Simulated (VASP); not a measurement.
All values below come from HSE06 screened hybrid, VASP's PBE PAW potentials (set 64) (plane waves; VASP).

VASP ran on this input.

File KPOINTS:
```
Automatic mesh
0
G
1 1 1
```

**INCAR**
```
# general
SYSTEM   = Ga31ZnP32
PREC     = Normal
ENCUT    = 400   # plane-wave cut-off (eV)
LREAL    = Auto   # projection in real space or not
LASPH    = T
ISYM     = 0
NELECT   = 264.0

# electronic loop
EDIFF    = 1E-5   # SCF stop (eV)
NELM     = 50
NELMIN   = 4
ALGO     = Normal
LMAXMIX  = 4   # l cut-off of mixed one-centre charges

# smearing
ISMEAR   = 0
SIGMA    = 0.05   # width (eV)

# functional
GGA      = PE   # PBE
LHFCALC  = T
AEXX     = 0.25
HFSCREEN = 0.2
PRECFOCK = Fast

# ions
ISIF     = 0

# output
LWAVE    = F
LCHARG   = F
```

File POSCAR:
```
Ga31ZnP32
1
   11.0671092084     0.0000000000     0.0000000000
    0.0000000000    11.0671092084     0.0000000000
    0.0000000000     0.0000000000    11.0671092084
Ga P Zn
31 32 1
Direct
  0.5000066323   0.0001650524   0.0002590371
  0.7496517131   0.2500704295   0.0001687394
  0.7496137989   0.9996702417   0.2505098173
  0.9999853933   0.9998684284   0.9999197702
  0.2505363747   0.2504145537   0.0006052891
  0.5000047597   0.4998926080   0.0002173393
  0.7495896495   0.7495632483   0.0002559323
  0.2506789160   0.0007468299   0.2506225279
  0.5018303939   0.2513390793   0.2512620547
  0.7488961546   0.4983277704   0.2512062238
  0.4999818226   0.0000987943   0.5000125591
  0.7489173539   0.2512793136   0.4982553332
  0.7494730447   0.0003878387   0.7494105198
  0.9998456033   0.4998940099   0.0003633762
  0.2501902058   0.7497989606   0.0000238291
  0.0005466578   0.2504722044   0.2504916599
  0.2511964969   0.5019825892   0.2511791422
  0.4982272117   0.7489349418   0.2511598283
  0.9998081044   0.9998965412   0.4999663979
  0.2510945330   0.2511514141   0.5020260874
  0.7488663682   0.7488666200   0.5019513783
  0.2504081009   0.9996907770   0.7496478843
  0.4981730914   0.2511221224   0.7491064257
  0.7489301256   0.5017142543   0.7491197532
  0.9996107500   0.7496520811   0.2505511735
  0.0000883994   0.4999740196   0.4999634608
  0.2510927089   0.7490556646   0.4981436352
  0.9998427305   0.2501636632   0.7496633154
  0.2508447199   0.4982707424   0.7491684072
  0.5017858844   0.7490551259   0.7491884288
  0.0001138799   0.7497345941   0.7494709894
  0.6249049305   0.1248352228   0.1253092488
  0.8751505495   0.3749402447   0.1252735296
  0.8752102229   0.1250345289   0.3750997226
  0.1250918088   0.1250388314   0.1251354373
  0.3752593987   0.3752643002   0.1260114279
  0.6248397470   0.6248552013   0.1258301341
  0.8749272487   0.8749656823   0.1250814115
  0.3753538359   0.1260465269   0.3754366806
  0.6240382393   0.3762196565   0.3761475028
  0.8743158534   0.6248930200   0.3753438555
  0.6247315103   0.1258692591   0.6247895907
  0.8744863936   0.3751717721   0.6249917115
  0.8749420993   0.1249425490   0.8750193577
  0.1247007960   0.6250877851   0.1251044585
  0.3749701500   0.8754429156   0.1251614332
  0.1258937780   0.3752719457   0.3752497459
  0.3759108813   0.6242298296   0.3760419317
  0.6248206559   0.8743084093   0.3753741838
  0.1247909220   0.1245889194   0.6251531627
  0.3757477088   0.3760604484   0.6244917179
  0.6241191181   0.6242164519   0.6244887191
  0.8750075549   0.8752824085   0.6250923986
  0.3748536361   0.1248266981   0.8754325591
  0.6249542196   0.3749182600   0.8746899462
  0.8752965108   0.6251404294   0.8753474722
  0.1249592420   0.8754887574   0.3749653842
  0.1256364747   0.6250081378   0.6248140595
  0.3752686273   0.8744170063   0.6249393939
  0.1247414368   0.3747512935   0.8755819263
  0.3750559964   0.6250543642   0.8747675408
  0.6252094413   0.8755087478   0.8753891176
  0.1249901447   0.8749698849   0.8749457997
  0.4998312881   0.5001459982   0.5002761226
```

POTCAR, in this order: Ga P Zn (PBE.64 set). Program: vasp_gam. Read from the step before: WAVECAR.

The resulting files:

OUTCAR:
```
 ion  position               nearest neighbor table
   1  0.500  0.000  0.000-  32 2.39  54 2.39  46 2.39  62 2.39
   2  0.750  0.250  0.000-  55 2.40  32 2.40  33 2.40  44 2.40
   3  0.750  1.000  0.251-  49 2.40  32 2.40  38 2.40  34 2.40
   4  1.000  1.000  1.000-  63 2.40  44 2.40  38 2.40  35 2.40
   5  0.251  0.250  0.001-  36 2.40  54 2.40  60 2.40  35 2.40
   6  0.500  0.500  0.000-  36 2.40  37 2.40  55 2.40  61 2.40
   7  0.750  0.750  0.000-  37 2.40  56 2.40  62 2.40  38 2.40
   8  0.251  0.001  0.251-  39 2.39  46 2.40  57 2.40  35 2.40
   9  0.502  0.251  0.251-  40 2.38  32 2.40  36 2.40  39 2.40
  10  0.749  0.498  0.251-  40 2.38  33 2.40  37 2.40  41 2.40
  11  0.500  0.000  0.500-  39 2.40  49 2.40  42 2.40  59 2.40
  12  0.749  0.251  0.498-  40 2.38  34 2.40  42 2.40  43 2.40
  13  0.749  0.000  0.749-  42 2.40  53 2.40  62 2.40  44 2.40
  14  1.000  0.500  0.000-  33 2.39  45 2.39  56 2.39  60 2.39
  15  0.250  0.750  0.000-  61 2.40  45 2.40  63 2.40  46 2.40
  16  0.001  0.250  0.250-  47 2.40  33 2.40  35 2.40  34 2.40
  17  0.251  0.502  0.251-  48 2.38  45 2.40  36 2.40  47 2.40
  18  0.498  0.749  0.251-  48 2.38  46 2.40  37 2.40  49 2.40
  19  1.000  1.000  0.500-  53 2.39  57 2.39  34 2.39  50 2.40
  20  0.251  0.251  0.502-  51 2.38  39 2.40  50 2.40  47 2.40
  21  0.749  0.749  0.502-  52 2.38  53 2.40  41 2.40  49 2.40
  22  0.250  1.000  0.750-  59 2.40  50 2.40  54 2.40  63 2.40
  23  0.498  0.251  0.749-  51 2.38  54 2.40  42 2.40  55 2.40
  24  0.749  0.502  0.749-  52 2.38  56 2.40  43 2.40  55 2.40
...
```

**OSZICAR**
```
       N       E                     dE             d eps       ncg     rms          rms(c)
DAV:   1    -0.341524893840E+03   -0.34152E+03   -0.16440E+01   367   0.169E+01    0.104E+01
DAV:   2    -0.341702817066E+03   -0.17792E+00   -0.16993E+00   391   0.466E+00    0.723E+00
DAV:   3    -0.341686555548E+03    0.16262E-01   -0.80292E-02   399   0.796E-01    0.429E+00
DAV:   4    -0.341690621596E+03   -0.40660E-02   -0.16343E-02   388   0.341E-01    0.247E+00
DAV:   5    -0.341699974219E+03   -0.93526E-02   -0.11358E-02   380   0.206E-01    0.141E+00
DAV:   6    -0.341697088609E+03    0.28856E-02   -0.80191E-03   372   0.167E-01    0.774E-01
DAV:   7    -0.341694949650E+03    0.21390E-02   -0.32763E-03   380   0.108E-01    0.430E-01
DAV:   8    -0.341694448433E+03    0.50122E-03   -0.16012E-03   383   0.615E-02    0.240E-01
DAV:   9    -0.341694443314E+03    0.51188E-05   -0.11993E-03   367   0.345E-02    0.135E-01
DAV:  10    -0.341694569791E+03   -0.12648E-03   -0.11388E-03   367   0.220E-02    0.860E-02
DAV:  11    -0.341694720927E+03   -0.15114E-03   -0.11575E-03   375   0.182E-02    0.689E-02
DAV:  12    -0.341694868090E+03   -0.14716E-03   -0.11625E-03   372   0.183E-02    0.650E-02
DAV:  13    -0.341695001032E+03   -0.13294E-03   -0.11260E-03   375   0.191E-02    0.642E-02
DAV:  14    -0.341695116102E+03   -0.11507E-03   -0.10522E-03   380   0.195E-02    0.632E-02
DAV:  15    -0.341695212625E+03   -0.96523E-04   -0.95124E-04   375   0.194E-02    0.613E-02
DAV:  16    -0.341695291404E+03   -0.78779E-04   -0.83584E-04   375   0.189E-02    0.586E-02
DAV:  17    -0.341695354201E+03   -0.62796E-04   -0.71755E-04   375   0.180E-02    0.551E-02
DAV:  18    -0.341695403403E+03   -0.49202E-04   -0.60398E-04   380   0.170E-02    0.513E-02
DAV:  19    -0.341695441589E+03   -0.38186E-04   -0.50058E-04   356   0.158E-02    0.473E-02
DAV:  20    -0.341695471472E+03   -0.29883E-04   -0.41335E-04   351   0.147E-02    0.432E-02
DAV:  21    -0.341695495623E+03   -0.24151E-04   -0.34008E-04   332   0.134E-02    0.392E-02
DAV:  22    -0.341695516262E+03   -0.20639E-04   -0.28459E-04   287   0.124E-02    0.357E-02
DAV:  23    -0.341695535728E+03   -0.19466E-04   -0.24920E-04   292   0.118E-02    0.324E-02
DAV:  24    -0.341695555856E+03   -0.20128E-04   -0.22422E-04   231   0.104E-02    0.300E-02
DAV:  25    -0.341695578476E+03   -0.22620E-04   -0.22177E-04   223   0.101E-02    0.283E-02
DAV:  26    -0.341695605642E+03   -0.27166E-04   -0.23125E-04   228   0.918E-03    0.276E-02
DAV:  27    -0.341695639013E+03   -0.33371E-04   -0.25866E-04   220   0.876E-03    0.282E-02
DAV:  28    -0.341695680556E+03   -0.41542E-04   -0.30258E-04   207   0.853E-03    0.295E-02
DAV:  29    -0.341695732616E+03   -0.52060E-04   -0.36604E-04   220   0.887E-03    0.318E-02
DAV:  30    -0.341695798036E+03   -0.65420E-04   -0.44919E-04   231   0.919E-03    0.348E-02
DAV:  31    -0.341695879991E+03   -0.81955E-04   -0.55621E-04   260   0.988E-03    0.384E-02
DAV:  32    -0.341695982087E+03   -0.10210E-03   -0.68760E-04   255   0.104E-02    0.427E-02
DAV:  33    -0.341696108384E+03   -0.12630E-03   -0.85091E-04   287   0.116E-02    0.476E-02
DAV:  34    -0.341696263472E+03   -0.15509E-03   -0.10455E-03   308   0.128E-02    0.529E-02
DAV:  35    -0.341696451997E+03   -0.18853E-03   -0.12744E-03   324   0.143E-02    0.586E-02
DAV:  36    -0.341696678547E+03   -0.22655E-03   -0.15374E-03   351   0.157E-02    0.646E-02
DAV:  37    -0.341696946592E+03   -0.26804E-03   -0.18265E-03   356   0.169E-02    0.710E-02
DAV:  38    -0.341697258066E+03   -0.31147E-03   -0.21424E-03   375   0.189E-02    0.775E-02
DAV:  39    -0.341697612468E+03   -0.35440E-03   -0.24601E-03   380   0.205E-02    0.840E-02
DAV:  40    -0.341698005572E+03   -0.39310E-03   -0.27665E-03   375   0.225E-02    0.902E-02
DAV:  41    -0.341698428961E+03   -0.42339E-03   -0.30325E-03   380   0.244E-02    0.958E-02
DAV:  42    -0.341698870017E+03   -0.44106E-03   -0.32295E-03   375   0.263E-02    0.100E-01
DAV:  43    -0.341699312466E+03   -0.44245E-03   -0.33314E-03   380   0.280E-02    0.104E-01
DAV:  44    -0.341699738301E+03   -0.42583E-03   -0.33202E-03   375   0.293E-02    0.106E-01
DAV:  45    -0.341700130152E+03   -0.39185E-03   -0.31908E-03   380   0.302E-02    0.106E-01
DAV:  46    -0.341700473761E+03   -0.34361E-03   -0.29518E-03   375   0.307E-02    0.104E-01
DAV:  47    -0.341700760090E+03   -0.28633E-03   -0.26262E-03   380   0.305E-02    0.100E-01
DAV:  48    -0.341700986203E+03   -0.22611E-03   -0.22475E-03   375   0.297E-02    0.951E-02
DAV:  49    -0.341701154902E+03   -0.16870E-03   -0.18501E-03   380   0.283E-02    0.884E-02
DAV:  50    -0.341701273230E+03   -0.11833E-03   -0.14657E-03   367   0.265E-02
   1 F= -.34170127E+03 E0= -.34169974E+03  d E =-.306645E-02
```

OUTCAR:
```
------------------------ aborting loop EDIFF was not reached (unconverged)  ----------------------------
  volume of cell :     1355.51
      direct lattice vectors                 reciprocal lattice vectors
    11.067109208  0.000000000  0.000000000     0.090357832  0.000000000  0.000000000
     0.000000000 11.067109208  0.000000000     0.000000000  0.090357832  0.000000000
     0.000000000  0.000000000 11.067109208     0.000000000  0.000000000  0.090357832
  FREE ENERGIE OF THE ION-ELECTRON SYSTEM (eV)
  ---------------------------------------------------
  free  energy   TOTEN  =      -341.7012732299 eV

  energy  without entropy=     -341.6982067754  energy(sigma->0) =     -341.69974000

  exchange ACFDT corr.  =         0.00000000  see jH, gK, PRB 81, 115126
```
(Selected blocks of OUTCAR.)

**stdout**
```
...
DAV:  31    -0.341695879991E+03   -0.81955E-04   -0.55621E-04   260   0.988E-03    0.384E-02
DAV:  32    -0.341695982087E+03   -0.10210E-03   -0.68760E-04   255   0.104E-02    0.427E-02
DAV:  33    -0.341696108384E+03   -0.12630E-03   -0.85091E-04   287   0.116E-02    0.476E-02
DAV:  34    -0.341696263472E+03   -0.15509E-03   -0.10455E-03   308   0.128E-02    0.529E-02
DAV:  35    -0.341696451997E+03   -0.18853E-03   -0.12744E-03   324   0.143E-02    0.586E-02
DAV:  36    -0.341696678547E+03   -0.22655E-03   -0.15374E-03   351   0.157E-02    0.646E-02
DAV:  37    -0.341696946592E+03   -0.26804E-03   -0.18265E-03   356   0.169E-02    0.710E-02
DAV:  38    -0.341697258066E+03   -0.31147E-03   -0.21424E-03   375   0.189E-02    0.775E-02
DAV:  39    -0.341697612468E+03   -0.35440E-03   -0.24601E-03   380   0.205E-02    0.840E-02
DAV:  40    -0.341698005572E+03   -0.39310E-03   -0.27665E-03   375   0.225E-02    0.902E-02
DAV:  41    -0.341698428961E+03   -0.42339E-03   -0.30325E-03   380   0.244E-02    0.958E-02
DAV:  42    -0.341698870017E+03   -0.44106E-03   -0.32295E-03   375   0.263E-02    0.100E-01
DAV:  43    -0.341699312466E+03   -0.44245E-03   -0.33314E-03   380   0.280E-02    0.104E-01
DAV:  44    -0.341699738301E+03   -0.42583E-03   -0.33202E-03   375   0.293E-02    0.106E-01
DAV:  45    -0.341700130152E+03   -0.39185E-03   -0.31908E-03   380   0.302E-02    0.106E-01
DAV:  46    -0.341700473761E+03   -0.34361E-03   -0.29518E-03   375   0.307E-02    0.104E-01
DAV:  47    -0.341700760090E+03   -0.28633E-03   -0.26262E-03   380   0.305E-02    0.100E-01
DAV:  48    -0.341700986203E+03   -0.22611E-03   -0.22475E-03   375   0.297E-02    0.951E-02
DAV:  49    -0.341701154902E+03   -0.16870E-03   -0.18501E-03   380   0.283E-02    0.884E-02
DAV:  50    -0.341701273230E+03   -0.11833E-03   -0.14657E-03   367   0.265E-02

 -----------------------------------------------------------------------------
|                                                                             |
|           W    W    AA    RRRRR   N    N  II  N    N   GGGG   !!!           |
|           W    W   A  A   R    R  NN   N  II  NN   N  G    G  !!!           |
|           W    W  A    A  R    R  N N  N  II  N N  N  G       !!!           |
|           W WW W  AAAAAA  RRRRR   N  N N  II  N  N N  G  GGG   !            |
|           WW  WW  A    A  R   R   N   NN  II  N   NN  G    G                |
|           W    W  A    A  R    R  N    N  II  N    N   GGGG   !!!           |
|                                                                             |
|     The electronic self-consistency was not achieved in the given           |
|     number of steps (NELM). The forces and other quantities evaluated       |
|     might not be reliable so examine the results carefully. If you find     |
|     spurious results, we suggest increasing NELM, if you were close to      |
|     convergence or switching to a different ALGO or adjusting the           |
|     density mixing parameters otherwise.                                    |
|                                                                             |
 -----------------------------------------------------------------------------

   1 F= -.34170127E+03 E0= -.34169974E+03  d E =-.306645E-02
```

Convergence was not reached.

The cell is charged, with a uniform compensating background. The supercell is sampled at Γ alone, which is coarse: total energies, pressure and levels can be off, energies of defects by several tenths of an eV.

The cell is a supercell with a defect, built from GaP (zinc blende): Zn_Ga, charge +1. The cell's shape comes from a PBE relaxation. The run is not spin-polarised, so no state with unpaired spins was tried.
